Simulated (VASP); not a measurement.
## CsPbCl3: a GW gap and what it depends on

Aim: test the GW correction to the gap of CsPbCl3. The starting structure is a measured crystal structure from the Crystallography Open Database. Cell and atoms stay as given.

Calculated with VASP 6.6.1; GW on LDA orbitals, with plane waves and PAW data sets made for GW.

### 1. The structure

The structure is cubic, space group Pm-3m (No. 221). The conventional cell has a = 5.605 Å, b = 5.605 Å, c = 5.605 Å, α = 90.00°, β = 90.00°, γ = 90.00°. Nearest to Pb lie 6 Cl at 2.80 Å. Nearest to Cs lie 12 Cl at 3.96 Å. Nearest to Cl lie 2 Pb at 2.80 Å and 4 Cs at 3.96 Å. Farther neighbours and most contacts between anions are not listed.

### 2. G0W0 (response cutoff 100 eV, 2×2×2 mesh)

It reads the orbitals and their derivatives (WAVECAR and WAVEDER) of a run with the empty bands, which follows a ground-state run; neither is shown.

Contents of INCAR:

```
SYSTEM = CsPbCl3
PREC = Accurate
ENCUT = 300
ISMEAR = 0
SIGMA = 0.01
LREAL = .FALSE.
GGA = CA
NBANDS = 400
ALGO = EVGW0
NELMGW = 1
ENCUTGW = 100
NOMEGA = 40
PRECFOCK = Fast
NBANDSGW = 32
LWAVE = .FALSE.
LCHARG = .FALSE.
```

Contents of POSCAR:

```
CsPbCl3
1.0
    5.6050000000      0.0000000000      0.0000000000
    0.0000000000      5.6050000000      0.0000000000
    0.0000000000      0.0000000000      5.6050000000
Pb Cs Cl
1 1 3
Direct
    0.5000000000      0.5000000000      0.5000000000
    0.0000000000      0.0000000000      0.0000000000
    0.5000000000      0.5000000000      0.0000000000
    0.5000000000      0.0000000000      0.5000000000
    0.0000000000      0.5000000000      0.5000000000
```

Contents of KPOINTS:

```
Automatic mesh
0
Gamma
2 2 2
0 0 0
```

PAW data sets: Pb_d_GW, Cs_sv_GW and Cl_GW (LDA family, release 64).

Launch:

```console
$ mpirun -np 8 vasp_std
```

Output:

```text
[banner, memory and clock lines left out]
running    8 mpi-ranks, on    1 nodes
 distrk:  each k-point on    8 cores,    1 groups
 distr:  one band on    1 cores,    8 groups

 POSCAR found type information on POSCAR PbCsCl
 POSCAR found :  3 types and       5 ions
|                                                                             |
|           W    W    AA    RRRRR   N    N  II  N    N   GGGG   !!!           |
|           W    W   A  A   R    R  NN   N  II  NN   N  G    G  !!!           |
|           W    W  A    A  R    R  N N  N  II  N N  N  G       !!!           |
|           W WW W  AAAAAA  RRRRR   N  N N  II  N  N N  G  GGG   !            |
|           WW  WW  A    A  R   R   N   NN  II  N   NN  G    G                |
|           W    W  A    A  R    R  N    N  II  N    N   GGGG   !!!           |
|                                                                             |
|     For optimal performance we recommend to set                             |
|       NCORE = 2 up to number-of-cores-per-socket                            |
|     NCORE specifies how many cores store one orbital (NPAR=cpu/NCORE).      |
|     This setting can greatly improve the performance of VASP for DFT.       |
|     The default, NCORE=1 might be grossly inefficient on modern             |
|     multi-core architectures or massively parallel machines. Do your        |
|     Unfortunately you need to use the default for GW and RPA                |
|     calculations (for HF NCORE is supported but not extensively tested      |
|     yet).                                                                   |
|                                                                             |

|                                                                             |
|           W    W    AA    RRRRR   N    N  II  N    N   GGGG   !!!           |
|           W    W   A  A   R    R  NN   N  II  NN   N  G    G  !!!           |
|           W    W  A    A  R    R  N N  N  II  N N  N  G       !!!           |
|           W WW W  AAAAAA  RRRRR   N  N N  II  N  N N  G  GGG   !            |
|           WW  WW  A    A  R   R   N   NN  II  N   NN  G    G                |
|           W    W  A    A  R    R  N    N  II  N    N   GGGG   !!!           |
|                                                                             |
|     The default for ENCUTGWSOFT is different in this version of VASP.       |
|     please manually set ENCUTGWSOFT =100 in the INCAR file.                 |
|                                                                             |

 LDA part: xc-table for (Slater(with rela. corr.)+CA(PZ))
 , standard interpolation
 found WAVECAR, reading the header
 POSCAR, INCAR and KPOINTS ok, starting setup
 FFT: planning ... GRIDC
 FFT: planning ... GRID_SOFT
 FFT: planning ... GRID
 reading WAVECAR
 the WAVECAR file was read successfully
 initial charge from wavefunction
 available memory per node:     66.69 GB, setting MAXMEM to     68290

 The Fermi energy was updated, please check that it is located mid-gap
 values below the HOMO (VB) or above the LUMO (CB) will cause erroneous energies
 E-fermi :   2.0455

 calculate exact exchange contribution
 the WAVEDER file was read successfully
|                                                                             |
|           W    W    AA    RRRRR   N    N  II  N    N   GGGG   !!!           |
|           W    W   A  A   R    R  NN   N  II  NN   N  G    G  !!!           |
|           W    W  A    A  R    R  N N  N  II  N N  N  G       !!!           |
|           W WW W  AAAAAA  RRRRR   N  N N  II  N  N N  G  GGG   !            |
|           WW  WW  A    A  R   R   N   NN  II  N   NN  G    G                |
|           W    W  A    A  R    R  N    N  II  N    N   GGGG   !!!           |
|                                                                             |
|     Automatic setting of frequency mesh for GW failed. Frequency mesh       |
|     properly not suitable for determining QP energies. Consider             |
|     increasing number of kpoints.                                           |
|                                                                             |

energies w=
    0.000    0.000    2.364    0.000    4.716    0.000    7.043    0.000
    9.336    0.000   11.589    0.000   13.796    0.000   15.956    0.000
   18.071    0.000   20.143    0.000   22.178    0.000   24.181    0.000
   26.162    0.000   28.128    0.000   30.089    0.000   32.055    0.000
   34.038    0.000   36.050    0.000   38.104    0.000   40.217    0.000
   42.405    0.000   44.689    0.000   47.091    0.000   49.638    0.000
   52.363    0.000   55.306    0.000   58.517    0.000   62.057    0.000
   66.005    0.000   70.464    0.000   75.570    0.000   81.508    0.000
   88.532    0.000   97.007    0.000  107.472    0.000  120.754    0.000
  138.195    0.000  162.122    0.000  196.942    0.000  252.150    0.000
 responsefunction array rank=     432
 LDA part: xc-table for (Slater(with rela. corr.)+CA(PZ))
 , standard interpolation

 min. memory requirement per mpi rank    219.5 MB, per node   1756.2 MB

 allocating   5 responsefunctions rank=   432
 shmem allocating  40 responsefunctions rank=   432
 response function shared by NCSHMEM nodes    1
 Doing            5  frequencies on each core in blocks of           40
NQ=   1    0.0000    0.0000    0.0000,
|.........|.........|.........|.........|.........|.........|.........|.........
 performed        241000 updates of chi_q(r,r)
 total number of BLAS operations        291.91 Gflops
NQ=   2    0.5000    0.0000    0.0000,
|.........|.........|.........|.........|.........|.........|.........|.........
 performed        584000 updates of chi_q(r,r)
 total number of BLAS operations        736.05 Gflops
NQ=   3    0.5000    0.5000    0.0000,
|.........|.........|.........|.........|.........|.........|.........|.........
 performed        927000 updates of chi_q(r,r)
 total number of BLAS operations       1149.78 Gflops
NQ=   4    0.5000    0.5000    0.5000,
|.........|.........|.........|.........|.........|.........|.........|.........
 performed       1168000 updates of chi_q(r,r)
 total number of BLAS operations       1509.80 Gflops
 resolving degeneracies of screened two electron integrals

 calculate QP shifts <psi_nk| G(iteration)W_0 |psi_nk>: iteration 1
 entering main loop
```

It took 27 s on 8 MPI ranks of Intel Xeon Platinum 8488C (Sapphire Rapids), shared host; peak memory 2.4 GiB; 3.5 min of CPU time.

Lines that name or quote the potential files are left out of all logs, and their timing lines are given in words.

OUTCAR, selected parts (step 2):

```text
ion  position               nearest neighbor table
   1  0.500  0.500  0.500-
   2  0.000  0.000  0.000-
   3  0.500  0.500  0.000-
   4  0.500  0.000  0.500-
   5  0.000  0.500  0.500-

  LATTYP: Found a simple cubic cell.
 ALAT       =     5.6050000000

 Subroutine GETGRP returns: Found 48 space group operations
 (whereof 48 operations were pure point group operations)

The static configuration has the point symmetry O_h .

 Found      4 irreducible k-points:

   k-points           NKPTS =      4   k-points in BZ     NKDIM =      8   number of bands    NBANDS=    400

   dimension x,y,z NGX =    32 NGY =   32 NGZ =   32
   dimension x,y,z NGXF=    64 NGYF=   64 NGZF=   64

   ENCUT  =  300.0 eV  22.05 Ry    4.70 a.u.   7.92  7.92  7.92*2*pi/ulx,y,z

   NELECT =      46.0000    total number of electrons

  energy-cutoff  :      300.00
  volume of cell :      176.09
      direct lattice vectors                 reciprocal lattice vectors
     5.605000000  0.000000000  0.000000000     0.178412132  0.000000000  0.000000000
     0.000000000  5.605000000  0.000000000     0.000000000  0.178412132  0.000000000
     0.000000000  0.000000000  5.605000000     0.000000000  0.000000000  0.178412132

 k-points in reciprocal lattice and weights: Automatic mesh
   0.00000000  0.00000000  0.00000000       0.125
   0.50000000  0.00000000  0.00000000       0.375
   0.50000000  0.50000000  0.00000000       0.375
   0.50000000  0.50000000  0.50000000       0.125

 E-fermi :   2.0455

 QP shifts <psi_nk| G(iteration)W_0 |psi_nk>: iteration 1
 for sc-GW calculations column KS-energies equals QP-energies in previous step
 and V_xc(KS)=  KS-energies - (<T + V_ion + V_H > + <T+V_H+V_ion>^1  + <V_x>^1)
 k-point   1 :       0.0000    0.0000    0.0000
  band No.  KS-energies  QP-energies   sigma(KS)   V_xc(KS)     V^pw_x(r,r')   Z            occupation Imag(sigma)
    ...
     20      -1.3521      -3.0857     -15.8650     -13.7659     -18.1907       0.8259       2.0000       0.8554
     21      -1.2364      -2.8824     -16.0763     -14.0819     -18.3638       0.8253       2.0000       0.8382
     22      -1.2364      -2.8824     -16.0763     -14.0819     -18.3638       0.8253       2.0000       0.8382
     23      -1.2364      -2.8824     -16.0763     -14.0819     -18.3638       0.8253       2.0000       0.8382
     24       4.1924       5.4184      -5.6601      -7.0467      -2.7463       0.8842       0.0000      -0.6126
     25       5.2365       6.5434      -5.5608      -7.0354      -2.7312       0.8863       0.0000      -0.6138
     26       5.2365       6.5434      -5.5608      -7.0354      -2.7312       0.8863       0.0000      -0.6138
     27       6.1837       7.5979      -6.3655      -7.9703      -3.3775       0.8813       0.0000      -0.6402
    ...

 k-point   2 :       0.5000    0.0000    0.0000
  band No.  KS-energies  QP-energies   sigma(KS)   V_xc(KS)     V^pw_x(r,r')   Z            occupation Imag(sigma)
    ...
     20      -1.4584      -3.2321     -15.7328     -13.5906     -18.0453       0.8280       2.0000       0.8548
     21      -1.3567      -3.0473     -15.8564     -13.8108     -18.1537       0.8265       2.0000       0.8477
     22      -1.3567      -3.0473     -15.8564     -13.8108     -18.1537       0.8265       2.0000       0.8477
     23      -0.4321      -2.0462     -16.3649     -14.4217     -18.0595       0.8307       2.0000       0.6928
     24       3.9956       5.1154      -9.8061     -11.1027      -6.9034       0.8636       0.0000      -0.6297
     25       5.6067       6.9772      -6.3003      -7.8560      -3.3684       0.8809       0.0000      -0.6408
     26       6.1964       7.6567      -6.3603      -8.0165      -3.4968       0.8817       0.0000      -0.6408
     27       6.3454       7.7859      -9.6999     -11.3666      -6.6388       0.8643       0.0000      -0.7220
    ...

 k-point   3 :       0.5000    0.5000    0.0000
  band No.  KS-energies  QP-energies   sigma(KS)   V_xc(KS)     V^pw_x(r,r')   Z            occupation Imag(sigma)
    ...
     20      -1.5557      -3.3446     -15.5269     -13.3707     -17.8306       0.8297       2.0000       0.8593
     21      -1.4599      -3.2240     -16.5146     -14.3762     -18.7956       0.8250       2.0000       0.8302
     22      -0.9117      -2.5549     -16.2719     -14.2755     -18.5527       0.8231       2.0000       0.8240
     23       0.4236      -1.0745     -16.3309     -14.5305     -17.6682       0.8321       2.0000       0.6076
     24       3.4707       4.5445      -9.2868     -10.5272      -6.4116       0.8657       0.0000      -0.6076
     25       3.4707       4.5445      -9.2868     -10.5272      -6.4116       0.8657       0.0000      -0.6076
     26       5.9277       7.2768      -9.7645     -11.3261      -6.7487       0.8639       0.0000      -0.6964
     27       6.3918       7.9635      -6.4059      -8.1902      -3.3797       0.8809       0.0000      -0.6612
    ...

 k-point   4 :       0.5000    0.5000    0.5000
  band No.  KS-energies  QP-energies   sigma(KS)   V_xc(KS)     V^pw_x(r,r')   Z            occupation Imag(sigma)
    ...
     20      -0.8996      -2.5429     -16.3023     -14.3046     -18.5876       0.8226       2.0000       0.8246
     21      -0.8996      -2.5429     -16.3023     -14.3046     -18.5876       0.8226       2.0000       0.8246
     22      -0.8996      -2.5429     -16.3023     -14.3046     -18.5876       0.8226       2.0000       0.8246
     23       1.2341      -0.1650     -16.4192     -14.7431     -17.4843       0.8347       2.0000       0.5442
     24       2.8569       3.9019      -8.6049      -9.8084      -5.7506       0.8682       0.0000      -0.5906
     25       2.8569       3.9019      -8.6049      -9.8084      -5.7506       0.8682       0.0000      -0.5906
     26       2.8569       3.9019      -8.6049      -9.8084      -5.7506       0.8682       0.0000      -0.5906
     27       5.9842       7.4102      -5.7001      -7.3126      -2.6788       0.8843       0.0000      -0.6391
    ...
```

G0W0 (response cutoff 100 eV, 2×2×2 mesh): the quasiparticle gap on this mesh is 4.067 eV, +2.444 eV from the LDA gap on the same points, with 400 bands.

### 3. G0W0 (response cutoff 160 eV, 2×2×2 mesh)

It reads the orbitals and their derivatives (WAVECAR and WAVEDER) of a run with the empty bands, which follows a ground-state run; neither is shown.

INCAR: that of step 2 with these lines changed.

```diff
@@ -7,6 +7,6 @@
 GGA = CA
-NBANDS = 400
+NBANDS = 816
 ALGO = EVGW0
 NELMGW = 1
-ENCUTGW = 100
+ENCUTGW = 160
 NOMEGA = 40
```

POSCAR is that of step 2.

KPOINTS is that of step 2.

Launch:

```console
$ mpirun -np 8 vasp_std
```

Output:

```text
[banner, memory and clock lines left out]
running    8 mpi-ranks, on    1 nodes
[...]
[... a notice as in an earlier step ...]

|                                                                             |
|           W    W    AA    RRRRR   N    N  II  N    N   GGGG   !!!           |
|           W    W   A  A   R    R  NN   N  II  NN   N  G    G  !!!           |
|           W    W  A    A  R    R  N N  N  II  N N  N  G       !!!           |
|           W WW W  AAAAAA  RRRRR   N  N N  II  N  N N  G  GGG   !            |
|           WW  WW  A    A  R   R   N   NN  II  N   NN  G    G                |
|           W    W  A    A  R    R  N    N  II  N    N   GGGG   !!!           |
|                                                                             |
|     The default for ENCUTGWSOFT is different in this version of VASP.       |
|     please manually set ENCUTGWSOFT =160 in the INCAR file.                 |
|                                                                             |

[...]
min. memory requirement per mpi rank    607.7 MB, per node   4861.7 MB

 allocating   5 responsefunctions rank=   840
 shmem allocating  40 responsefunctions rank=   840
 response function shared by NCSHMEM nodes    1
 Doing            5  frequencies on each core in blocks of           40
NQ=   1    0.0000    0.0000    0.0000,
|.........|.........|.........|.........|.........|.........|.........|.........
 performed        500000 updates of chi_q(r,r)
 total number of BLAS operations       2557.28 Gflops
NQ=   2    0.5000    0.0000    0.0000,
|.........|.........|.........|.........|.........|.........|.........|.........
 performed       1209000 updates of chi_q(r,r)
 total number of BLAS operations       6374.45 Gflops
NQ=   3    0.5000    0.5000    0.0000,
|.........|.........|.........|.........|.........|.........|.........|.........
 performed       1918000 updates of chi_q(r,r)
 total number of BLAS operations       9863.81 Gflops
NQ=   4    0.5000    0.5000    0.5000,
|.........|.........|.........|.........|.........|.........|.........|.........
 performed       2418000 updates of chi_q(r,r)
 total number of BLAS operations      12690.27 Gflops
 resolving degeneracies of screened two electron integrals

 calculate QP shifts <psi_nk| G(iteration)W_0 |psi_nk>: iteration 1
 entering main loop
[key lines of the parts left out:]
E-fermi :   2.0455
```

Run time: 91 s. Hardware: 8 MPI ranks; peak memory 5.6 GiB.

OUTCAR, selected parts (step 3):

```text
 QP shifts <psi_nk| G(iteration)W_0 |psi_nk>: iteration 1
 for sc-GW calculations column KS-energies equals QP-energies in previous step
 and V_xc(KS)=  KS-energies - (<T + V_ion + V_H > + <T+V_H+V_ion>^1  + <V_x>^1)
 k-point   1 :       0.0000    0.0000    0.0000
  band No.  KS-energies  QP-energies   sigma(KS)   V_xc(KS)     V^pw_x(r,r')   Z            occupation Imag(sigma)
    ...
     20      -1.3521      -3.2967     -16.1281     -13.7659     -18.1907       0.8232       2.0000       0.8500
     21      -1.2364      -3.1037     -16.3526     -14.0819     -18.3638       0.8223       2.0000       0.8326
     22      -1.2364      -3.1037     -16.3526     -14.0819     -18.3638       0.8223       2.0000       0.8326
     23      -1.2364      -3.1037     -16.3526     -14.0819     -18.3638       0.8223       2.0000       0.8326
     24       4.1924       5.3571      -5.7290      -7.0467      -2.7463       0.8839       0.0000      -0.6137
     25       5.2365       6.4794      -5.6328      -7.0354      -2.7312       0.8862       0.0000      -0.6151
     26       5.2365       6.4794      -5.6328      -7.0354      -2.7312       0.8862       0.0000      -0.6151
     27       6.1837       7.5132      -6.4600      -7.9703      -3.3775       0.8804       0.0000      -0.6418
    ...

[... 1 part as in an earlier step ...]

[... 2 further parts left out ...]
[key lines of the parts left out:]
E-fermi :   2.0455
```

G0W0 (response cutoff 160 eV, 2×2×2 mesh): the quasiparticle gap on this mesh is 4.194 eV, +2.572 eV from the LDA gap on the same points, with 816 bands.

### 4. GW0 with iterated eigenvalues (response cutoff 160 eV, 2×2×2 mesh)

It reads the orbitals and their derivatives (WAVECAR and WAVEDER) of a run with the empty bands, which follows a ground-state run; neither is shown.

INCAR: that of step 3 with these lines changed.

```diff
@@ -9,3 +9,3 @@
 ALGO = EVGW0
-NELMGW = 1
+NELMGW = 4
 ENCUTGW = 160
```

POSCAR is that of step 3.

KPOINTS is that of step 3.

Launch:

```console
$ mpirun -np 8 vasp_std
```

Output:

```text
[banner, memory and clock lines left out]
running    8 mpi-ranks, on    1 nodes
[...]
|                                                                             |
|           W    W    AA    RRRRR   N    N  II  N    N   GGGG   !!!           |
|           W    W   A  A   R    R  NN   N  II  NN   N  G    G  !!!           |
|           W    W  A    A  R    R  N N  N  II  N N  N  G       !!!           |
|           W WW W  AAAAAA  RRRRR   N  N N  II  N  N N  G  GGG   !            |
|           WW  WW  A    A  R   R   N   NN  II  N   NN  G    G                |
|           W    W  A    A  R    R  N    N  II  N    N   GGGG   !!!           |
|                                                                             |
|     For optimal performance we recommend to set                             |
|       NCORE = 2 up to number-of-cores-per-socket                            |
|     NCORE specifies how many cores store one orbital (NPAR=cpu/NCORE).      |
[...]
performed       2418000 updates of chi_q(r,r)
 total number of BLAS operations      12690.27 Gflops
 resolving degeneracies of screened two electron integrals

 calculate QP shifts <psi_nk| G(iteration)W_0 |psi_nk>: iteration 1
 allocating   5 responsefunctions rank=   840
 shmem allocating  40 responsefunctions rank=   840
 response function shared by NCSHMEM nodes    1
 Doing            5  frequencies on each core in blocks of           40
NQ=   1    0.0000    0.0000    0.0000,
 ERROR in DETERMINE_SLOT_INTER_WEIGHT: the frequency range is not sufficient
   319.249616439943        319.1001
 ERROR in DETERMINE_SLOT_INTER_WEIGHT: the frequency range is not sufficient
   319.249616439943        319.1001
 ERROR in DETERMINE_SLOT_INTER_WEIGHT: the frequency range is not sufficient
   319.220680215428        319.1001
 ERROR in DETERMINE_SLOT_INTER_WEIGHT: the frequency range is not sufficient
   319.220680215428        319.1001
 ERROR in DETERMINE_SLOT_INTER_WEIGHT: the frequency range is not sufficient
   319.249616439943        319.1001
 ERROR in DETERMINE_SLOT_INTER_WEIGHT: the frequency range is not sufficient
   319.728171186081        319.1001
Abort(1) on node <host> (rank 5 in comm 0): application called MPI_Abort(MPI_COMM_WORLD, 1) - process 5
[key lines of the parts left out:]
E-fermi :   2.0455
```

Run time: 2.5 min. Hardware: 8 MPI ranks.

VASP stopped with this message: “ERROR in DETERMINE_SLOT_INTER_WEIGHT: the frequency range is not sufficient”.

(Part 1 of 2 ends here.)

[Lines on the potential files, build, host, timing and source positions are cut from VASP's logs without a mark.]

[Logs are printed without paths, hosts, clocks, repeated set-up lines and the standing remarks that a program may print on its own settings, such as how far it seeks lower states.]

[Hosts, paths, dates, database ids (printed as entryN), source tags and the programs' standing remarks are cut or masked in the printed files.]
